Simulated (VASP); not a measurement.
Crystal: Si15Ge.

```xyz
16
Lattice="0.0000 5.4644 5.4644 5.4644 0.0000 5.4644 5.4644 5.4644 0.0000" Properties=species:S:1:pos:R:3 pbc="T T T"
Si    0.0000    0.0000    0.0000
Si    2.7322    2.7322    0.0000
Si    2.7322    0.0000    2.7322
Si    5.4644    2.7322    2.7322
Si    4.0983    4.0983    1.3661
Si    4.0983    1.3661    4.0983
Si    6.8305    4.0983    4.0983
Si    0.0000    2.7322    2.7322
Si    2.7322    5.4644    2.7322
Si    2.7322    2.7322    5.4644
Si    5.4644    5.4644    5.4644
Si    1.3661    4.0983    4.0983
Si    4.0983    6.8305    4.0983
Si    4.0983    4.0983    6.8305
Si    6.8305    6.8305    6.8305
Ge    1.3661    1.3661    1.3661
```

The cell comes from a database or a generator and needn't be the stable form of this composition.

```yaml
Program: VASP 6.6.1
Task: relaxation of cell and atoms
Functional: PBE
Potentials_or_basis: VASP PAW PBE potentials, release 64 (Si, Ge_d)
Cutoff: 400 eV
k_mesh: 6 × 6 × 6
Occupations: gaussian, width 0.01 eV
Spin: no spin polarisation
```

At the start: pressure 0.9 GPa; volume 20.40 Å³/atom.

**Question.** How do energy, volume and symmetry change on relaxing?

**Answer.** Over 4 steps the energy falls by 2.3 meV/atom and the volume is 20.60 Å³/atom (+1.0 %); space group F-43m (No. 216, to 0.05 Å).

The path:
```tsv
step	energy change (eV)	largest force (eV/Å)	pressure (GPa)	volume (Å³)
1	0.0000	0.4720	0.93	326.33
2	-0.0311	0.0947	-0.57	331.94
3	-0.0320	0.1448	-0.36	331.15
4	-0.0364	0.0112	0.02	329.62
```

Final structure:
```cif
data_structure
_symmetry_space_group_name_H-M 'P 1'
_symmetry_Int_Tables_number 1
_cell_length_a 7.7537
_cell_length_b 7.7537
_cell_length_c 7.7537
_cell_angle_alpha 60.000
_cell_angle_beta 60.000
_cell_angle_gamma 60.000
_cell_volume 329.62
loop_
_atom_site_label
_atom_site_type_symbol
_atom_site_fract_x
_atom_site_fract_y
_atom_site_fract_z
_atom_site_occupancy
Si1 Si 0.99847 0.99847 0.99847 1
Si2 Si 0.99847 0.99847 0.50458 1
Si3 Si 0.99847 0.50458 0.99847 1
Si4 Si 0.99991 0.50003 0.50003 1
Si5 Si 0.12491 0.12491 0.62509 1
Si6 Si 0.12491 0.62509 0.12491 1
Si7 Si 0.12491 0.62509 0.62509 1
Si8 Si 0.50458 0.99847 0.99847 1
Si9 Si 0.50003 0.99991 0.50003 1
Si10 Si 0.50003 0.50003 0.99991 1
Si11 Si 0.50003 0.50003 0.50003 1
Si12 Si 0.62509 0.12491 0.12491 1
Si13 Si 0.62509 0.12491 0.62509 1
Si14 Si 0.62509 0.62509 0.12491 1
Si15 Si 0.62500 0.62500 0.62500 1
Ge1 Ge 0.12500 0.12500 0.12500 1
```
